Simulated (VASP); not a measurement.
Data:

```
Al3Sc
1.0
    4.03442     0.00000     0.00000
    0.00000     4.03442     0.00000
    0.00000     0.00000     4.03442
Sc Al
1 3
Cartesian
  0.00000   0.00000   0.00000
  0.00000   2.01721   2.01721
  2.01721   0.00000   2.01721
  2.01721   2.01721   0.00000
```

These are LDA (Ceperley-Alder, Perdew-Zunger), VASP's LDA PAW potentials (set 64) (plane waves; VASP 6.6.1) values and carry that method's errors. Settings: 400 eV cut-off, 9×9×9 Γ-centred mesh, tetrahedra with Blöchl corrections, potentials Sc_sv Al.

The cores are frozen, which limits the accuracy of field gradients.

### Question
Give the principal components of the electric field gradient (V/Å²) and the asymmetry η at each nucleus.

### Answer

```
atom    Vxx    Vyy   Vzz     η
----  -----  -----  ----  ----
Sc1     0.0    0.0   0.0     -
Al2   -10.4  -10.4  20.8  0.00
Al3   -10.4  -10.4  20.8  0.00
Al4   -10.4  -10.4  20.8  0.00
```

The compound is Al3Sc in the L1_2 structure. It was relaxed first.
